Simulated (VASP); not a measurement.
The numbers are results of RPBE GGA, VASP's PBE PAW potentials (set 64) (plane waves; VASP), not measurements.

VASP ran on this input.

**KPOINTS**
```
Automatic
0
Gamma
  6 6 6
```

POSCAR:
```
KTaO3
1
    4.0595306032     0.0000000000     0.0000000000
    0.0000000000     4.0595306032     0.0000000000
    0.0000000000     0.0000000000     4.0595306032
K Ta O
1 1 3
Direct
  0.0000000000   0.0000000000   0.0000000000
  0.5000000000   0.5000000000   0.5000000000
  0.5000000000   0.0000000000   0.5000000000
  0.0000000000   0.5000000000   0.5000000000
  0.5000000000   0.5000000000   0.0000000000
```

INCAR:
```
SYSTEM  =  KTaO3
PREC  =  Accurate; ENCUT  =  520; LREAL  =  F
LASPH  =  T
EDIFF  =  1E-7; NELM  =  100; ALGO  =  Normal
LMAXMIX  =  6
ISMEAR  =  -5
GGA  =  RP
ISIF  =  2
LWAVE  =  F; LCHARG  =  T; LORBIT  =  11
NEDOS  =  601
LEFG  =  T
```

POTCAR, in this order: K_sv Ta_pv O (PBE.64 set). Program: vasp_std.

What VASP printed:

File OSZICAR:
```
       N       E                     dE             d eps       ncg     rms          rms(c)
DAV:   1     0.336956210099E+03    0.33696E+03   -0.21777E+04   920   0.167E+03
DAV:   2    -0.300903834766E+02   -0.36705E+03   -0.36252E+03  1127   0.444E+02
DAV:   3    -0.473997135071E+02   -0.17309E+02   -0.17269E+02  1179   0.973E+01
DAV:   4    -0.478596333448E+02   -0.45992E+00   -0.45971E+00  1660   0.132E+01
DAV:   5    -0.478611611775E+02   -0.15278E-02   -0.15277E-02  1193   0.801E-01    0.323E+01
DAV:   6    -0.392527833615E+02    0.86084E+01   -0.45019E+01  1123   0.457E+01    0.125E+01
DAV:   7    -0.391435800920E+02    0.10920E+00   -0.24908E+00  1183   0.104E+01    0.817E+00
DAV:   8    -0.391203538917E+02    0.23226E-01   -0.45946E-01  1198   0.583E+00    0.146E+00
DAV:   9    -0.391112098526E+02    0.91440E-02   -0.31498E-02  1306   0.131E+00    0.303E-01
DAV:  10    -0.391113904481E+02   -0.18060E-03   -0.11656E-02  1196   0.805E-01    0.623E-02
DAV:  11    -0.391115325128E+02   -0.14206E-03   -0.52921E-04  1249   0.181E-01    0.417E-02
DAV:  12    -0.391116242857E+02   -0.91773E-04   -0.14892E-04  1136   0.970E-02    0.883E-03
DAV:  13    -0.391116262607E+02   -0.19750E-05   -0.10884E-05  1472   0.273E-02    0.475E-03
DAV:  14    -0.391116268380E+02   -0.57730E-06   -0.32978E-06  1172   0.132E-02    0.248E-03
DAV:  15    -0.391116267359E+02    0.10207E-06   -0.24216E-07   968   0.364E-03    0.898E-04
DAV:  16    -0.391116267882E+02   -0.52290E-07   -0.31489E-08   712   0.133E-03
   1 F= -.39111627E+02 E0= -.39111627E+02  d E =0.000000E+00
```

**OUTCAR**
```
------------------------ aborting loop because EDIFF is reached ----------------------------------------
  FORCE on cell =-STRESS in cart. coord.  units (eV):
  Direction    XX          YY          ZZ          XY          YZ          ZX
  --------------------------------------------------------------------------------------
  Total       -0.0422582     -0.0422582     -0.0422582      0.0000000     -0.0000000      0.0000000
  in kB       -1.0120321     -1.0120321     -1.0120321      0.0000000     -0.0000000      0.0000000
  external PRESSURE =      -1.0120321 kB  Pullay stress =       0.0000000 kB
  volume of cell :       66.90
      direct lattice vectors                 reciprocal lattice vectors
     4.059530603  0.000000000  0.000000000     0.246333899  0.000000000  0.000000000
     0.000000000  4.059530603  0.000000000     0.000000000  0.246333899  0.000000000
     0.000000000  0.000000000  4.059530603     0.000000000  0.000000000  0.246333899
 POSITION                                       TOTAL-FORCE (eV/Angst)
 -----------------------------------------------------------------------------------
      0.00000      0.00000      0.00000         0.000000      0.000000      0.000000
      2.02977      2.02977      2.02977         0.000000      0.000000      0.000000
      2.02977      0.00000      2.02977         0.000000      0.000000      0.000000
      0.00000      2.02977      2.02977         0.000000      0.000000      0.000000
      2.02977      2.02977      0.00000         0.000000      0.000000      0.000000
 -----------------------------------------------------------------------------------
    total drift:                                0.000000      0.000000     -0.000000
  FREE ENERGIE OF THE ION-ELECTRON SYSTEM (eV)
  ---------------------------------------------------
  free  energy   TOTEN  =       -39.1116267882 eV

  energy  without entropy=      -39.1116267882  energy(sigma->0) =      -39.11162679

 total charge

# of ion       s       p       d       tot
------------------------------------------
    1        1.962   5.641   0.041   7.644
    2        0.331   6.314   1.978   8.623
    3        1.564   3.503   0.000   5.068
    4        1.564   3.503   0.000   5.068
    5        1.564   3.503   0.000   5.068
--------------------------------------------------
tot          6.987  22.464   2.020  31.470

 Electric field gradients after diagonalization (V/A^2)
 (convention: |V_zz| > |V_xx| > |V_yy|)
----------------------------------------------------------------------
 ion       V_xx      V_yy      V_zz     asymmetry (V_yy - V_xx)/ V_zz
----------------------------------------------------------------------
   1      -0.000    -0.000    -0.000      -0.470
   2       0.000     0.000    -0.000       0.032
   3     -15.228   -15.228    30.457       0.000
   4     -15.228   -15.228    30.457       0.000
   5     -15.228   -15.228    30.457       0.000
```
(Selected blocks of OUTCAR.)

OUTCAR:
```
 val. band max:        1.6042589955   @ k =   0.5000   0.5000   0.5000

 cond. band min:       3.7096514466   @ k =   0.0000   0.0000   0.0000


 Fermi energy:         1.6673226614

 k-point     1 :       0.0000    0.0000    0.0000
  band No.  band energies     occupation
      1     -32.8125      2.00000
      2     -32.8125      2.00000
      3     -32.8125      2.00000
      4     -25.9012      2.00000
      5     -15.8382      2.00000
      6     -15.1664      2.00000
      7     -15.1664      2.00000
      8      -9.3844      2.00000
      9      -9.3844      2.00000
     10      -9.3844      2.00000
     11      -0.8231      2.00000
     12      -0.8231      2.00000
     13      -0.8231      2.00000
     14       0.6323      2.00000
     15       0.6323      2.00000
     16       0.6323      2.00000
     17       0.9720      2.00000
     18       0.9720      2.00000
     19       0.9720      2.00000
     20       3.7097      0.00000
     21       3.7097      0.00000
     22       3.7097      0.00000
     23       8.0333      0.00000

 k-point     2 :       0.1667    0.0000    0.0000
  band No.  band energies     occupation
      1     -32.8300      2.00000
      2     -32.8119      2.00000
      3     -32.8119      2.00000
      4     -25.8963      2.00000
      5     -15.7710      2.00000
      6     -15.1621      2.00000
      7     -15.0401      2.00000
      8      -9.3767      2.00000
      9      -9.3767      2.00000
     10      -9.3576      2.00000
     11      -1.4767      2.00000
     12      -0.8367      2.00000
     13      -0.8367      2.00000
     14       0.2519      2.00000
     15       0.2519      2.00000
     16       0.3697      2.00000
     17       0.5300      2.00000
     18       0.8704      2.00000
     19       0.8704      2.00000
     20       3.7414      0.00000
     21       4.4395      0.00000
     22       4.4395      0.00000
     23       8.2348      0.00000

 k-point     3 :       0.3333    0.0000    0.0000
...
```

Unless said otherwise, spin-orbit coupling is left out, though it shifts the bands of the heavy elements here.

The compound is KTaO3 in the cubic perovskite structure. It was relaxed first, which changed the volume by +5 %.
